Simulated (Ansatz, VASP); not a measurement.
# Cross-check of K2MgSF2 between VASP and Ansatz, part 2 of 3

Wanted: the spread between two codes on one cell, functional and k mesh. The cell is generated by rule, not measured, and may not be a known phase. Of the first pair: The two relaxations start from unlike cells of this crystal (the structure described is Ansatz's start), so only their ends are compared.

VASP 6.6.1 and Ansatz 0.2.0.

So far: The starting structure; VASP: relaxation of cell and atoms, LDA, pair 1.

## Step 3: Ansatz: relaxation of cell and atoms, LDA, pair 1

Level of this step: Ansatz beside VASP: Kohn-Sham DFT, plane waves, LDA (Ansatz).

Ansatz runs on its default PAW (the set named soft_2) files.

Its own start cell and the same functional (in two slightly different forms), mesh and smearing now go to Ansatz, which takes its cutoff from its data sets.

The input, input.yaml:

```yaml
crystal:
  lattice:
    - [2.65, 2.65, 0.0]
    - [-2.65, 2.65, 0.0]
    - [2.65, 0.0, 7.95]
  atoms:
    - { symbol: F, position: [0.5, 0.5, 0.0] }
    - { symbol: F, position: [0.833333, 0.166667, 0.333333] }
    - { symbol: K, position: [0.0, 0.0, 0.0] }
    - { symbol: K, position: [0.333333, 0.666667, 0.333333] }
    - { symbol: Mg, position: [0.666667, 0.333333, 0.666667] }
    - { symbol: S, position: [0.166667, 0.833333, 0.666667] }
kpoints:
  mp_grid: { grid: [6, 6, 6] }
hamiltonian:
  xc: lda
scf:
  occupations: { method: gaussian, width: 0.1 }
output:
  forces: true
  stress: true
  eigenvalues: true
relax:
  adjacent_minimum: "off"
  f_tol: 0.05
  max_steps: 80
  cell: { stress_tol: 0.5 }
```

The run is started by

```bash
$ ansatz run input.yaml --threads 8 --pin off --max-ram 14336MiB --backend cpu --events-out ev --progress --plain --runs-dir out
```

Numbers of over 12 decimals in the logs are rounded to 6 here.

Log:

```text
Warning: the atoms were moved onto the symmetric positions of the space group found under crystal.symmetry.tolerance 1.0e-5 (fractional; no operation is sought that the atoms, as they stand in a round, miss by more than twice it, and no atom is moved by as much as it), and the run uses the moved positions. Before a round's move an operation carried an atom to 7.50e-6 Å from where it should land, the largest such dist [...]
The last accepted step is kept in <dir> (removed where the run ends without a failure and the disk answers)
Engine: ansatz 0.2.0, aarch64-unknown-linux-gnu
Pseudopotentials: kind: paw
Pseudopotential: F, paw, valence charge 7, recommended cutoff 420 eV (normal), F.paw.azcp
Pseudopotential: K, paw, valence charge 9, recommended cutoff 420 eV (normal), K.paw.azcp
Pseudopotential: Mg, paw, valence charge 10, recommended cutoff 420 eV (normal), Mg.paw.azcp
Pseudopotential: S, paw, valence charge 6, recommended cutoff 420 eV (normal), S.paw.azcp
Functional definition: SPW92
  exchange = slater_x
  correlation = pw_c
Crystal: 6 atoms, lattice volume = 111.658 Å³
Basis set: ecut = 420 eV, 2159 PW (Γ)
Bands: 30, of which v1, the nominal top of the filled ones, is band 24 counted from 1 (23 counted from 0)
Symmetry: 16 space group operations
Space group: I4/mmm (ITA 139), of the structure as read, at distance tolerance 4.8e-5 Å
k-points: 30 of 216
Non-local potential: F, projectors of the file, l = 0: 2, l = 1: 2, l = 2: 1
Non-local potential: K, projectors of the file, l = 0: 3, l = 1: 2, l = 2: 2
Non-local potential: Mg, projectors of the file, l = 0: 3, l = 1: 2, l = 2: 1
Non-local potential: S, projectors of the file, l = 0: 2, l = 1: 2, l = 2: 2
PAW form: soft (Blöchl's): semilocal exchange-correlation on the pseudo side does not see the compensation charge
PAW frozen core: F, regenerated for the run's functional, and the local potential with it (the file was generated under x = pbe(κ = 0.804, μ = 0.219515), c = pbe(β = 0.066725))
PAW frozen core: K, regenerated for the run's functional, and the local potential with it (the file was generated under x = pbe(κ = 0.804, μ = 0.219515), c = pbe(β = 0.066725))
PAW frozen core: Mg, regenerated for the run's functional, and the local potential with it (the file was generated under x = pbe(κ = 0.804, μ = 0.219515), c = pbe(β = 0.066725))
PAW frozen core: S, regenerated for the run's functional, and the local potential with it (the file was generated under x = pbe(κ = 0.804, μ = 0.219515), c = pbe(β = 0.066725))
PAW one-centre angular grid: F, 110 points (default); XC on 64 Gauss nodes
PAW one-centre angular grid: K, 110 points (default); XC on 64 Gauss nodes
PAW one-centre angular grid: Mg, 110 points (default); XC on 64 Gauss nodes
PAW one-centre angular grid: S, 110 points (default); XC on 64 Gauss nodes
Initial density: superposition of atomic densities (neutral atoms: chi_scale 0, normalization atom), corrected by the library's trained network
Initial wavefunctions: pseudopotential atomic-orbital guess
Functional: x = slater, c = lda
SCF iter   1: F=—  HF=-7358.555623 eV  |F-HF|=—  |Δ(HF+E_count)|=         —  Δρ=1.34e-2  dr2=1.49e-1  ethr=1.77e-3  ⟨swp⟩=7.3  Hψ=4312  notcnv=0
preconditioner: auto → Resta (q_TF=auto, 2.370 Å⁻¹)  ε∞=3.3  [insulator: Δε(μ)=2.521 eV  Ē_g=13.926 eV  σ=0.100 eV  W_gap=1.00  n_scr=20 (ndim 8)  ℏωp=21.1 eV  f_vac=0.053  D(μ)=0.00/eV (n_scr^D=0)  ε∞_Penn≈3.3]
SCF iter   2: F=—  HF=-7358.516214 eV  |F-HF|=—  |Δ(HF+E_count)|=   3.94e-2  Δρ=5.45e-3  dr2=1.61e-2  ethr=3.10e-4  ⟨swp⟩=2.0  Hψ=1821  notcnv=0  defer=24
SCF iter   3: F=—  HF=-7358.511822 eV  |F-HF|=—  |Δ(HF+E_count)|=   4.39e-3  Δρ=2.10e-3  dr2=3.52e-3  ethr=3.35e-5  ⟨swp⟩=2.0  Hψ=1385  notcnv=0  defer=24
SCF iter   4: F=—  HF=-7358.510856 eV  |F-HF|=—  |Δ(HF+E_count)|=   9.66e-4  Δρ=5.97e-4  dr2=3.92e-4  ethr=7.33e-6  ⟨swp⟩=1.0  Hψ=861  notcnv=0  defer=24
[...]
Crystal: 6 atoms, lattice volume = 103.556 Å³
Basis set: ecut = 420 eV, 1999 PW (Γ)
iter 1 solved again at ethr=1.39e-4 eV; its pass at ethr=3.10e-3 eV (dr2=6.66e-2 eV) is discarded
SCF iter   1: F=—  HF=-7359.147181 eV  |F-HF|=—  |Δ(HF+E_count)|=         —  Δρ=8.92e-3  dr2=6.71e-2  ethr=1.39e-4  ⟨swp⟩=1.0  Hψ=4533  notcnv=0
preconditioner: auto → Resta (q_TF=auto, 2.400 Å⁻¹)  ε∞=3.2  [insulator: Δε(μ)=3.201 eV  Ē_g=14.615 eV  σ=0.100 eV  W_gap=1.00  n_scr=22 (ndim 8)  ℏωp=21.9 eV  f_vac=0.020  D(μ)=0.00/eV (n_scr^D=0)  ε∞_Penn≈3.2]
SCF iter   2: F=—  HF=-7359.125427 eV  |F-HF|=—  |Δ(HF+E_count)|=   2.18e-2  Δρ=4.31e-3  dr2=1.06e-2  ethr=1.39e-4  ⟨swp⟩=2.0  Hψ=1289  notcnv=0
SCF iter   3: F=—  HF=-7359.121602 eV  |F-HF|=—  |Δ(HF+E_count)|=   3.82e-3  Δρ=1.60e-3  dr2=2.30e-3  ethr=2.20e-5  ⟨swp⟩=2.0  Hψ=1552  notcnv=0
SCF iter   4: F=—  HF=-7359.120792 eV  |F-HF|=—  |Δ(HF+E_count)|=   8.11e-4  Δρ=4.37e-4  dr2=1.51e-4  ethr=4.79e-6  ⟨swp⟩=2.0  Hψ=1340  notcnv=0
SCF iter   5: F=—  HF=-7359.120733 eV  |F-HF|=—  |Δ(HF+E_count)|=   5.82e-5  Δρ=6.95e-5  dr2=6.47e-6  ethr=3.15e-7  ⟨swp⟩=2.0  Hψ=1202  notcnv=0
SCF iter   6: F=-7359.120732 eV  HF=-7359.120732 eV  |F-HF|=1.30e-7  |Δ(HF+E_count)|=   1.57e-6  Δρ=1.47e-5  dr2=3.07e-7  ethr=1.25e-9  ⟨swp⟩=7.3  Hψ=4771  notcnv=0
SCF 3 converged in 6 iterations: F = -7359.120732 eV  dr2 = 3.07e-7
relax step   3: F+E_penalty+E_count = -7359.12073170 eV  Δ(F+E_penalty+E_count) = -7.318e-2 eV  max|allowed force component| = 1.294e-1 eV/Å  Δτ_max = 0.0433 Å  P = -0.548 GPa  Ω = 103.556 Å³  energy of the carried Pulay correction = +1.616e-2 eV  (6 SCF iters, dr2 threshold 6.00e-7 eV, accepted)
[...]
relax step   4: F+E_penalty+E_count = -7359.13225714 eV  Δ(F+E_penalty+E_count) = -1.153e-2 eV  max|allowed force component| = 3.907e-2 eV/Å  Δτ_max = 0.0370 Å  P = +0.058 GPa  Ω = 102.396 Å³  energy of the carried Pulay correction = +1.857e-2 eV  (6 SCF iters, dr2 threshold 6.00e-7 eV, accepted)
[...]
relax step   5: F+E_penalty+E_count = -7359.12169058 eV  Δ(F+E_penalty+E_count) = +1.057e-2 eV  max|allowed force component| = 3.880e-2 eV/Å  Δτ_max = 0.0000 Å  P = -0.151 GPa  Ω = 102.396 Å³  stress off target by 4.81e-1 GPa  SCF on the basis re-selected at this cell (its energy is not comparable with the rows above)  (5 SCF iters)
basis re-selected at this cell: Δ(F+E_penalty+E_count) = +1.057e-2 eV, ΔP = -0.209 GPa vs the last step (what re-selecting the basis moved, of the pressure what is left beyond the Pulay correction that the steps carried, after the strain that the cell walked since its last selection, with what the two solves' SCF thresholds leave and, on support functions, any second-order correction that the steps lacked; it is no measure of the basis error at this ecutwfc). The dense FFT grid was sized anew with the basis: this SCF ran on 24×24×60 points, the steps before it on 27×27×60, so part of this shift can come from that change (see relax.cell in the input reference). [rest of the remark cut]
SCF converged after 5 iterations
Free energy (F): -7359.121691 eV
Harris-Foulkes:  -7359.121691 eV  (|F-HF|=5.64e-11)
Internal energy: -7359.121691 eV  (E = F + TS)
E sigma→0 (E₀):  -7359.121691 eV
Fermi energy:    7.004568 eV
--- Per-component energies (eV) ---
  E_band       = -558.722713
  E_kinetic    = 1108.093021
  E_local      = -3763.801225  (includes V_loc(G=0)·N_el)
  E_nonlocal   = 307.799206
  E_hartree    = 1339.534692
  E_xc         = -551.372064
  E_vxc        = -659.883262  (∫ρ·V_xc dr)
  E_paw        = -2700.816554  (= ΣΔE_a)
  E_vpaw       = -230.003902  (= ΣTr[D̂ρ^β])
  E_aug_tail   = 0.004022  (compensation charges beyond the density's cutoff)
  E_ewald      = -3099.607969
  E_core_change = 1.045180  (= ΣΔE_core)
  E_smearing   = -0.000000  (= −TS)
  E_closure    = 0.000000  (closes the sum)
  Σ components = -7359.121691   (vs F -7359.121691, Δ=0.00e0)
--- Forces (eV/Å), atoms counted from 1 ---
  atom   1  F      0.00000000     0.00000000    -0.03380924
  atom   2  F      0.00000000     0.00000000     0.03380924
  atom   3  K      0.00000000     0.00000000    -0.03879775
  atom   4  K      0.00000000     0.00000000     0.03879775
  atom   5  Mg    -0.00000000     0.00000000     0.00000000
  atom   6  S      0.00000000     0.00000000     0.00000000
  max |Σ_I F_I| component: 2.17e-19 eV/Å
--- Stress (GPa, compression-positive) ---
        0.013586       0.000000       0.000000
       -0.000000       0.013586       0.000000
        0.000000       0.000000      -0.480669
  P = ⅓ Tr σ = -0.1512 GPa (-1.512 kbar)
--- Band table (eV; the first three rows and the last of 30) ---
  k-point 0: bands = [... 20 lower, 2.1760, 4.4329, 5.0907, 5.0907, 8.5763, 10.3648, 10.3672, 10.9021, ... 2 higher]
  k-point 1: bands = [... 20 lower, 2.1730, 4.3319, 5.0883, 5.0883, 8.7135, 10.2070, 10.2716, 11.0824, ... 2 higher]
  k-point 2: bands = [... 20 lower, 2.1660, 4.1330, 5.0834, 5.0834, 9.0279, 9.9009, 10.1529, 11.4454, ... 2 higher]
  k-point 29: bands = [... 20 lower, 2.0444, 2.8312, 2.8370, 5.2495, 8.6792, 10.2414, 10.5523, 11.9454, ... 2 higher]
--- Relaxed structure (4 steps of the walk, 4 accepted, 1 SCFs on fresh bases) ---
  F+E_penalty+E_count = -7359.12169058 eV   max|allowed force component| = 3.880e-2 eV/Å   (the final SCF, on the basis selected at the relaxed cell)
  cell:  # Å, volume = 102.3963 Å³
    - [2.532583, 2.532583, 0.0]
    - [-2.532583, 2.532583, 0.0]
    - [2.532583, 0, 7.982281]
  atoms:
    - { symbol: F, position: [0.512677, 0.487323, -0.025355] }
    - { symbol: F, position: [0.820656, 0.179344, 0.358688] }
    - { symbol: K, position: [-0.011012, 0.011012, 0.022024] }
    - { symbol: K, position: [0.344345, 0.655655, 0.311309] }
    - { symbol: Mg, position: [0.666667, 0.333333, 0.666667] }
    - { symbol: S, position: [0.166667, 0.833333, 0.666667] }
```

## Step 4: Comparison

Known differences besides the potentials themselves: the data sets hold 48 valence electrons in Ansatz (on its default PAW (the set named soft_2) files) and 40 in VASP; the cutoff is 420 eV in Ansatz and 600 eV in VASP; VASP's log shows a relativistic correction to its local exchange, Ansatz's none; Ansatz adds a Pulay correction to the stress that steers its cell, VASP none. Total energies have different zeros and are not compared.

Both answers:

```
                                         quantity  Ansatz    VASP  difference
                                      volume (Å³)  102.40  101.10     +1.29 %
edge a after relaxation, in the typed setting (Å)   3.582   3.585     -0.10 %
edge c after relaxation, in the typed setting (Å)   8.374   8.264     +1.34 %
```

## Step 5: Other set-ups

Further runs change the set-up of one program: Ansatz's method, potentials or start, or VASP's data sets, cutoff or form of LDA. The table gives Ansatz less VASP for each quantity, since a change that brings one quantity closer may part another.

```
                                                                run  volume (%)  edge a after relaxation, in the typed setting (%)  edge c after relaxation, in the typed setting (%)
                                                           as above         1.3                                              -0.10                                                1.3
VASP with the data sets F, K_sv, Mg_sv and S and a cutoff of 620 eV        0.59                                              -0.21                                               0.91
```

## Step 6: VASP: relaxation of cell and atoms, LDA, pair 2

The relaxed volume is the usual yardstick between codes: in a stiff, nearly cubic crystal its relative difference is about their pressure difference at one cell divided by the bulk modulus. Its start cell is another than that of the pair before, and may be another structure of the material.

The input, INCAR:

```
SYSTEM = K2MgSF2
PREC = Accurate
ENCUT = 600
EDIFF = 1E-07
NELM = 120
ISMEAR = 0
SIGMA = 0.01
LREAL = .FALSE.
ALGO = Normal
GGA = PW92
NBANDS = 26
LORBIT = 11
LWAVE = .FALSE.
LCHARG = .FALSE.
ISIF = 3
IBRION = 2
NSW = 80
EDIFFG = -0.005
LASPH = .TRUE.
GGA_COMPAT = .FALSE.
NELMIN = 4
EFERMI = MIDGAP
KPAR = 2
```

The input, POSCAR:

```
K2MgSF2
1.0
    2.5360430000      2.5360430000      0.0000000000
   -2.5360430000      2.5360430000      0.0000000000
    2.5360430000      0.0000000000      7.9142440000
F K Mg S
2 2 1 1
Direct
    0.5147658134      0.4852341866      0.9704683732
    0.8185674778      0.1814325222      0.3628650444
    0.9892082238      0.0107917762      0.0215835524
    0.3441250674      0.6558749326      0.3117498652
    0.6666666456      0.3333333544      0.6666667088
    0.1666666456      0.8333333544      0.6666667088
```

The input, KPOINTS:

```
Automatic mesh
0
Gamma
8 8 8
0 0 0
```

The projector-augmented-wave data sets are F, K_sv, Mg and S (LDA family, release 64).

The run is started by

```bash
$ mpirun -np 2 vasp_std
```

Log:

```text
[banner, memory and clock lines left out]
running    2 mpi-ranks, on    1 nodes
[...]
[... a notice as in an earlier step ...]

 LDA part: xc-table for (Slater(with rela. corr.)+PW92), standard interpolation
 POSCAR, INCAR and KPOINTS ok, starting setup
[...]
entering main loop
       N       E                     dE             d eps       ncg     rms          rms(c)
DAV:   1     0.340809552546E+03    0.34081E+03   -0.21428E+04  3068   0.161E+03
DAV:   2    -0.324634208983E+01   -0.34406E+03   -0.33432E+03  3604   0.419E+02
DAV:   3    -0.282079645729E+02   -0.24962E+02   -0.24870E+02  4054   0.101E+02
DAV:   4    -0.298499380200E+02   -0.16420E+01   -0.16401E+01  5312   0.188E+01
[...]
DAV:  13    -0.271648165413E+02    0.44800E-06   -0.29157E-06  3868   0.123E-02    0.123E-02
DAV:  14    -0.271648166501E+02   -0.10879E-06   -0.28411E-07  3258   0.364E-03    0.847E-03
DAV:  15    -0.271648165845E+02    0.65603E-07   -0.48199E-07  3144   0.453E-03
   1 F= -.27164817E+02 E0= -.27164817E+02  d E =-.271648E+02
[... from here on, the cycles between the ionic steps are left out ...]
   2 F= -.27165427E+02 E0= -.27165427E+02  d E =-.610867E-03
   3 F= -.27165553E+02 E0= -.27165553E+02  d E =-.736105E-03
   4 F= -.27166005E+02 E0= -.27166005E+02  d E =-.452617E-03
   5 F= -.27166896E+02 E0= -.27166896E+02  d E =-.134339E-02
   6 F= -.27166367E+02 E0= -.27166367E+02  d E =-.813925E-03
   7 F= -.27167070E+02 E0= -.27167070E+02  d E =-.151749E-02
   8 F= -.27167109E+02 E0= -.27167109E+02  d E =-.383718E-04
   9 F= -.27167109E+02 E0= -.27167109E+02  d E =-.388939E-04
  10 F= -.27167128E+02 E0= -.27167128E+02  d E =-.186633E-04
 trial-energy change:   -0.000019  1 .order   -0.000019   -0.000029   -0.000008
 step:   3.1510(harm=  3.1510)  dis= 0.00157  next Energy=   -27.167129 (dE=-0.200E-04)
 reached required accuracy - stopping structural energy minimisation
```

OUTCAR, selected parts (step 6):

```text
  Total       -0.0021882     -0.0021882      0.0148063      0.0000000     -0.0000000     -0.0000000
  in kB       -0.0346919     -0.0346919      0.2347425      0.0000000     -0.0000000     -0.0000000
  external PRESSURE =       0.0551196 kB  Pullay stress =       0.0000000 kB

 POSITION                                       TOTAL-FORCE (eV/Angst)
 -----------------------------------------------------------------------------------
      2.53503      2.53503      7.60034        -0.000000      0.000000     -0.002898
      2.53503      2.53503      2.88319         0.000000     -0.000000      0.002898
      2.53503      2.53503      0.17012        -0.000000     -0.000000      0.000224
      0.00000      2.53503      2.45076         0.000000      0.000000     -0.000224
      2.53503      2.53503      5.24177        -0.000000      0.000000     -0.000000
      0.00000      2.53503      5.24177        -0.000000     -0.000000     -0.000000
 -----------------------------------------------------------------------------------
    total drift:                               -0.000042      0.000000     -0.000091

  FREE ENERGIE OF THE ION-ELECTRON SYSTEM (eV)
  ---------------------------------------------------
  free  energy   TOTEN  =       -27.1671277328 eV

  energy  without entropy=      -27.1671277328  energy(sigma->0) =      -27.16712773

[... 1 part as in an earlier step ...]

[... 3 further parts left out ...]
[key lines of the parts left out:]
E-fermi :   3.1172
```

## Step 7: Ansatz: relaxation of cell and atoms, LDA, pair 2

The same cell, functional (in two slightly different forms) and mesh now go to Ansatz, which takes its cutoff from its data sets.

The cell is taken from a series of runs on this material, whose earlier steps may have relaxed, scaled, displaced or heated it; both programs get it as it stands.

The input, input.yaml:

```yaml
crystal:
  lattice:
    - [2.5360426569, 2.5360426569, 0.0]
    - [-2.5360426569, 2.5360426569, 0.0]
    - [2.5360426569, 0.0, 7.9142438616]
  atoms:
    - { symbol: F, position: [0.5147658406, 0.4852341594, -0.0295316811] }
    - { symbol: F, position: [0.8185674928, 0.1814325072, 0.3628650144] }
    - { symbol: K, position: [-0.0107917601, 0.0107917601, 0.0215835201] }
    - { symbol: K, position: [0.3441250934, 0.6558749066, 0.3117498132] }
    - { symbol: Mg, position: [0.6666666667, 0.3333333333, 0.6666666667] }
    - { symbol: S, position: [0.1666666667, 0.8333333333, 0.6666666667] }
kpoints:
  mp_grid: { grid: [8, 8, 8] }
hamiltonian:
  xc: lda
scf:
  occupations: { method: fixed }
output:
  forces: true
  stress: true
  eigenvalues: true
relax:
  adjacent_minimum: "off"
  f_tol: 0.001
  max_steps: 60
  cell: { stress_tol: 0.01 }
```

The run is started by

```bash
$ ansatz run input.yaml --threads 8 --pin off --max-ram 14336MiB --backend cpu --events-out ev --progress --plain --runs-dir out
```

Log:

```text
[...]
Crystal: 6 atoms, lattice volume = 101.801 Å³
Basis set: ecut = 420 eV, 1971 PW (Γ)
Bands: 30, of which v1, the nominal top of the filled ones, is band 24 counted from 1 (23 counted from 0)
Symmetry: 16 space group operations
[...]
k-points: 59 of 512
[...]
cell:  # Å, volume = 101.7789 Å³
    - [2.535894, 2.535894, 0.0]
    - [-2.535894, 2.535894, 0.0]
    - [2.535894, 0, 7.913448]
  atoms:
    - { symbol: F, position: [0.514751, 0.485249, -0.029502] }
    - { symbol: F, position: [0.818582, 0.181418, 0.362835] }
    - { symbol: K, position: [-0.010814, 0.010814, 0.021627] }
    - { symbol: K, position: [0.344147, 0.655853, 0.311706] }
    - { symbol: Mg, position: [0.666667, 0.333333, 0.666667] }
    - { symbol: S, position: [0.166667, 0.833333, 0.666667] }
[key lines of the parts left out:]
SCF converged after 5 iterations
Free energy (F): -7359.126452 eV
Fermi energy:    5.562839 eV
P = ⅓ Tr σ = -0.0006 GPa (-0.006 kbar)
```

## Step 8: Side by side

What differs besides the data sets and the points named for the pairs above, as far as they apply: fixed occupations in Ansatz, narrow Gaussian smearing in VASP; the data sets hold 48 valence electrons in Ansatz (on its default PAW (the set named soft_2) files) and 40 in VASP. Total energies have different zeros and are not compared.

Compared:

```
                                         quantity  Ansatz    VASP  difference
                                      volume (Å³)  101.78  101.06     +0.71 %
edge a after relaxation, in the typed setting (Å)   3.586   3.585     +0.03 %
edge c after relaxation, in the typed setting (Å)   8.310   8.261     +0.59 %
```

(Continued in part 3 of 3.)

[Lines on the potential files, build, host, timing and source positions are cut from VASP's logs without a mark.]

[Logs are printed without paths, hosts, clocks, repeated set-up lines and the standing remarks that a program may print on its own settings, such as how far it seeks lower states.]

[Hosts, paths, dates, database ids (printed as entryN), source tags and the programs' standing remarks are cut or masked in the printed files.]
